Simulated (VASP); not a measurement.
## ZrC: Zr into a neighbouring Zr vacancy

How hard is this move in ZrC: Zr into a neighbouring Zr vacancy? Both ends are relaxed first, then a band of images between them. The start is a cell from a database of measured crystal structures.

Main program and level: VASP 6.6.1; PBEsol; plane waves and PAW (Zr_sv, C).

The database entry behind the starting cell differs from later determinations by our own check (an axis about 0.7 % long against later determinations), so it need not match the best structure at ambient conditions.

### Step 1. The host crystal

The structure is cubic, space group Fm-3m (No. 225). Conventional cell: a = 4.730 Å, b = 4.730 Å, c = 4.730 Å, α = 90.00°, β = 90.00°, γ = 90.00°. Nearest to Zr lie 6 C at 2.37 Å. Nearest to C lie 6 Zr at 2.37 Å. Farther neighbours are not listed.

### Step 2. Relax the host

First cell and atoms are relaxed at a raised cutoff, so that later runs start from this functional's own cell.

Contents of INCAR:

```
SYSTEM = ZrC
PREC = Accurate
ENCUT = 520
EDIFF = 1E-06
NELM = 120
ISMEAR = 0
SIGMA = 0.1
LREAL = .FALSE.
ALGO = Normal
GGA = PS
NBANDS = 14
LASPH = .TRUE.
LORBIT = 11
LWAVE = .FALSE.
LCHARG = .FALSE.
KPAR = 3
IBRION = 2
NSW = 40
ISIF = 3
EDIFFG = -0.02
POTIM = 0.4
```

Contents of POSCAR:

```
ZrC
1.0
    0.0000000000      2.3650000000      2.3650000000
    2.3650000000      0.0000000000      2.3650000000
    2.3650000000      2.3650000000      0.0000000000
Zr C
1 1
Direct
    0.5000000000      0.5000000000      0.5000000000
    0.0000000000      0.0000000000      0.0000000000
```

Contents of KPOINTS:

```
Automatic mesh
0
Gamma
7 7 7
0 0 0
```

The projector-augmented-wave data sets are Zr_sv and C (PBE family, release 64).

On the command line:

```
$ mpirun -np 3 vasp_std
```

Output:

```text
[banner, memory and clock lines left out]
running    3 mpi-ranks, on    1 nodes
 distrk:  each k-point on    1 cores,    3 groups
 distr:  one band on    1 cores,    1 groups

 POSCAR found type information on POSCAR ZrC
 POSCAR found :  2 types and       2 ions
|                                                                             |
|               ----> ADVICE to this user running VASP <----                  |
|                                                                             |
|     You enforced a specific xc type in the INCAR file but a different       |
|     [... a line on the potential file left out ...]
|     I HOPE YOU KNOW WHAT YOU ARE DOING!                                     |
|                                                                             |

 LDA part: xc-table for (Slater+PW92), standard interpolation
 POSCAR, INCAR and KPOINTS ok, starting setup
 FFT: planning ... GRIDC
 FFT: planning ... GRID_SOFT
 FFT: planning ... GRID
 WAVECAR not read
 entering main loop
       N       E                     dE             d eps       ncg     rms          rms(c)
DAV:   1     0.102561100279E+03    0.10256E+03   -0.88805E+03   560   0.116E+03
DAV:   2    -0.170109730351E+02   -0.11957E+03   -0.11025E+03   704   0.302E+02
DAV:   3    -0.236632617470E+02   -0.66523E+01   -0.66071E+01   906   0.604E+01
DAV:   4    -0.237984245330E+02   -0.13516E+00   -0.13515E+00   666   0.642E+00
DAV:   5    -0.238010327673E+02   -0.26082E-02   -0.26081E-02   778   0.650E-01    0.201E+01
DAV:   6    -0.207089076268E+02    0.30921E+01   -0.72805E+00   664   0.233E+01    0.737E+00
DAV:   7    -0.205714281126E+02    0.13748E+00   -0.49200E-01   646   0.588E+00    0.613E+00
DAV:   8    -0.205663884698E+02    0.50396E-02   -0.29643E-01   638   0.433E+00    0.390E+00
DAV:   9    -0.205434515351E+02    0.22937E-01   -0.70077E-02   608   0.195E+00    0.461E-01
DAV:  10    -0.205437988903E+02   -0.34736E-03   -0.17220E-03   786   0.434E-01    0.352E-01
DAV:  11    -0.205435985387E+02    0.20035E-03   -0.70012E-04   632   0.209E-01    0.464E-02
DAV:  12    -0.205435953421E+02    0.31966E-05   -0.15142E-05   682   0.275E-02    0.730E-03
DAV:  13    -0.205435950964E+02    0.24578E-06   -0.54166E-07   436   0.595E-03
   1 F= -.20543595E+02 E0= -.20542238E+02  d E =-.205436E+02
 curvature:   0.00 expect dE= 0.000E+00 dE for cont linesearch  0.000E+00
 trial: gam= 0.00000 g(F)=  0.557E-59 g(S)=  0.106E+00 ort = 0.000E+00 (trialstep = 0.100E+01)
 search vector abs. value=  0.106E+00
 bond charge predicted
       N       E                     dE             d eps       ncg     rms          rms(c)
DAV:   1    -0.211634596760E+02   -0.61986E+00   -0.20321E+01   608   0.459E+01    0.108E+01
DAV:   2    -0.206054183173E+02    0.55804E+00   -0.10439E+00   628   0.118E+01    0.301E+00
DAV:   3    -0.205099676997E+02    0.95451E-01   -0.60338E-01   824   0.572E+00    0.118E+00
DAV:   4    -0.205234474451E+02   -0.13480E-01   -0.12816E-02   788   0.834E-01    0.804E-01
DAV:   5    -0.205356150134E+02   -0.12168E-01   -0.25507E-02   882   0.794E-01    0.129E-01
DAV:   6    -0.205356188199E+02   -0.38064E-05   -0.14652E-04   572   0.900E-02    0.134E-01
DAV:   7    -0.205356589826E+02   -0.40163E-04   -0.60074E-05   662   0.878E-02    0.922E-02
DAV:   8    -0.205357244404E+02   -0.65458E-04   -0.46357E-05   958   0.552E-02    0.312E-02
DAV:   9    -0.205357256606E+02   -0.12202E-05   -0.84226E-07   362   0.106E-02    0.197E-02
DAV:  10    -0.205357268834E+02   -0.12228E-05   -0.61912E-07   352   0.105E-02    0.768E-04
DAV:  11    -0.205357267499E+02    0.13354E-06   -0.92293E-08   298   0.317E-03
   2 F= -.20535727E+02 E0= -.20534892E+02  d E =0.786835E-02
 trial-energy change:    0.007868  1 .order    0.010970   -0.105797    0.127736
 step:   0.4729(harm=  0.4530)  dis= 0.00000  next Energy=   -20.568938 (dE=-0.253E-01)
 bond charge predicted
       N       E                     dE             d eps       ncg     rms          rms(c)
DAV:   1    -0.207332732856E+02   -0.19755E+00   -0.55305E+00   614   0.246E+01    0.555E+00
DAV:   2    -0.205924869285E+02    0.14079E+00   -0.38190E-01   686   0.699E+00    0.161E+00
DAV:   3    -0.205625440932E+02    0.29943E-01   -0.13470E-01   834   0.271E+00    0.406E-01
DAV:   4    -0.205658150805E+02   -0.32710E-02   -0.66411E-03   912   0.590E-01    0.437E-01
DAV:   5    -0.205686268020E+02   -0.28117E-02   -0.15613E-03   922   0.251E-01    0.111E-01
DAV:   6    -0.205693045274E+02   -0.67773E-03   -0.14005E-03   906   0.229E-01    0.377E-02
DAV:   7    -0.205693160058E+02   -0.11478E-04   -0.21117E-05   590   0.493E-02    0.602E-03
DAV:   8    -0.205693159114E+02    0.94356E-07   -0.18768E-06   770   0.111E-02
   3 F= -.20569316E+02 E0= -.20568266E+02  d E =-.257208E-01
 curvature:  -0.23 expect dE=-0.135E-05 dE for cont linesearch -0.135E-05
 trial: gam=-0.00745 g(F)=  0.230E-59 g(S)=  0.597E-05 ort = 0.795E-03 (trialstep = 0.895E+00)
 search vector abs. value=  0.437E-09
 reached required accuracy - stopping structural energy minimisation
```

Run time: 15 s. Hardware: 3 MPI ranks of Intel Xeon Platinum 8259CL at 2.50GHz (Skylake/Cascade Lake), shared host; peak memory 0.47 GiB.

The logs omit lines about the potential files and the build; timing stands in the text.

Parts of OUTCAR (step 2):

```text
ion  position               nearest neighbor table
   1  0.500  0.500  0.500-   2 2.37   2 2.37   2 2.37   2 2.37   2 2.37   2 2.37
   2  0.000  0.000  0.000-   1 2.37   1 2.37   1 2.37   1 2.37   1 2.37   1 2.37

  LATTYP: Found a face centered cubic cell.
 ALAT       =     4.7300000000

 Subroutine GETGRP returns: Found 48 space group operations
 (whereof 48 operations were pure point group operations)

The static configuration has the point symmetry O_h .

 Found     20 irreducible k-points:

   k-points           NKPTS =     20   k-points in BZ     NKDIM =     20   number of bands    NBANDS=     14

   dimension x,y,z NGX =    28 NGY =   28 NGZ =   28
   dimension x,y,z NGXF=    56 NGYF=   56 NGZF=   56

   ENCUT  =  520.0 eV  38.22 Ry    6.18 a.u.   6.22  6.22  6.22*2*pi/ulx,y,z

   NELECT =      16.0000    total number of electrons

 k-points in reciprocal lattice and weights: Automatic mesh
   0.00000000  0.00000000  0.00000000       0.003
   0.14285714  0.00000000  0.00000000       0.023
   0.28571429  0.00000000  0.00000000       0.023
   0.42857143  0.00000000  0.00000000       0.023
   0.14285714  0.14285714  0.00000000       0.017
   0.28571429  0.14285714  0.00000000       0.070
   0.42857143  0.14285714  0.00000000       0.070
  -0.42857143  0.14285714  0.00000000       0.070
  -0.28571429  0.14285714  0.00000000       0.070
[...]
-0.42857143  0.42857143  0.14285714       0.070
  -0.28571429  0.42857143  0.14285714       0.070

 average (electrostatic) potential at core
       1 -72.7377       2 -44.0326

 E-fermi :   9.6745

 k-point     1 :       0.0000    0.0000    0.0000
  band No.  band energies     occupation
      1     -38.1981      2.00000
      2     -15.9266      2.00000
      3     -15.9266      2.00000
      4     -15.9266      2.00000
      5      -1.6365      2.00000
      6      10.6671      0.00000
      7      10.6671      0.00000
      8      10.6671      0.00000
      9      10.7682      0.00000
     10      10.7682      0.00000
    ...

 k-point     2 :       0.1429    0.0000    0.0000
  band No.  band energies     occupation
    ...
      4     -15.9428      2.00000
      5      -1.1678      2.00000
      6       8.6360      2.00000
      7       9.0797      2.00000
      8       9.0797      2.00000
      9      11.3989      0.00000
     10      11.3989      0.00000
     11      11.8792      0.00000
     12      14.4961      0.00000
     13      14.4961      0.00000
    ...

 k-point     3 :       0.2857    0.0000    0.0000
  band No.  band energies     occupation
    ...
      4     -15.9789      2.00000
      5       0.0079      2.00000
      6       6.3820      2.00000
      7       7.5892      2.00000
      8       7.5892      2.00000
      9      12.6528      0.00000
     10      12.6528      0.00000
     11      12.7887      0.00000
     12      17.3478      0.00000
     13      17.3478      0.00000
    ...

  Total       -0.0101530     -0.0101530     -0.0101530      0.0000000     -0.0000000      0.0000000
  in kB       -0.6381934     -0.6381934     -0.6381934      0.0000000     -0.0000000      0.0000000
  external PRESSURE =      -0.6381934 kB  Pullay stress =       0.0000000 kB

  energy-cutoff  :      520.00
  volume of cell :       25.49
      direct lattice vectors                 reciprocal lattice vectors
    -0.000000000  2.335824994  2.335824994    -0.214057132  0.214057132  0.214057132
     2.335824994 -0.000000000  2.335824994     0.214057132 -0.214057132  0.214057132
     2.335824994  2.335824994  0.000000000     0.214057132  0.214057132 -0.214057132

 POSITION                                       TOTAL-FORCE (eV/Angst)
 -----------------------------------------------------------------------------------
      2.33582      2.33582      2.33582        -0.000000      0.000000     -0.000000
      0.00000      0.00000      0.00000         0.000000     -0.000000      0.000000
 -----------------------------------------------------------------------------------
    total drift:                                0.000000      0.000000      0.000000

  FREE ENERGIE OF THE ION-ELECTRON SYSTEM (eV)
  ---------------------------------------------------
  free  energy   TOTEN  =       -20.5693159114 eV

  energy  without entropy=      -20.5672168552  energy(sigma->0) =      -20.56826638

 reached required accuracy - stopping structural energy minimisation

 total charge
# of ion       s       p       d       tot
------------------------------------------
    1        2.180   6.045   1.665   9.890
    2        0.882   1.472   0.000   2.353
--------------------------------------------------
tot          3.061   7.517   1.665  12.243

[... 3 further parts left out ...]
```

CONTCAR:

```
ZrC
   1.00000000000000
    -0.0000000000000000    2.3358249939777025    2.3358249939777025
     2.3358249939777025   -0.0000000000000000    2.3358249939777025
     2.3358249939777025    2.3358249939777025    0.0000000000000000
  Zr              C
     1     1
Direct
     0.5000000000000000    0.5000000000000000    0.5000000000000000
     0.0000000000000000    0.0000000000000000    0.0000000000000000
```

The k-mesh is coarse for a metal. The PAW data sets were made with PBE, which is usual practice but a small mismatch for other functionals. The run keeps the 48 symmetry operations of its start, so it cannot find a distortion of lower symmetry.

Step by step:

```
step  energy less that of the first step (eV)  largest force (eV/Å)  pressure (GPa)  volume (Å³)
   1                                   0.0000                0.0000           -8.19        26.46
   2                                   0.0079                0.0000           10.70        24.44
   3                                  -0.0257                0.0000           -0.06        25.49
```

```
conventional cell, symmetrised  before  after  change
                         a (Å)   4.730  4.672  -1.2 %
                         b (Å)   4.730  4.672  -1.2 %
                         c (Å)   4.730  4.672  -1.2 %
              volume (Å³/atom)   13.23  12.74  -3.7 %
```

Final coordinates:

```xyz
2
Lattice="0.0000 2.3358 2.3358 2.3358 0.0000 2.3358 2.3358 2.3358 0.0000" Properties=species:S:1:pos:R:3 pbc="T T T"
Zr    2.3358    2.3358    2.3358
C     0.0000    0.0000    0.0000
```

This step gave:

```
electronic cycles                               : 32
electrons                                       : 16
free energy (TOTEN)                             : -20.57 eV
energy at zero smearing                         : -20.57 eV
Fermi energy                                    : 9.675 eV
labelled metallic, from the levels on this mesh : yes
```

The run ended after 3 ionic steps, 0.026 eV below its first step, once forces and stress met EDIFFG = -0.02.

(Part 1 of 4 ends here.)

[Lines on the potential files, build, host, timing and source positions are cut from VASP's logs without a mark.]

[Logs are printed without paths, hosts, clocks, repeated set-up lines and the standing remarks that a program may print on its own settings, such as how far it seeks lower states.]

[Hosts, paths, dates, database ids (printed as entryN), source tags and the programs' standing remarks are cut or masked in the printed files.]

[Runs that stopped without an error message from VASP are left out.]
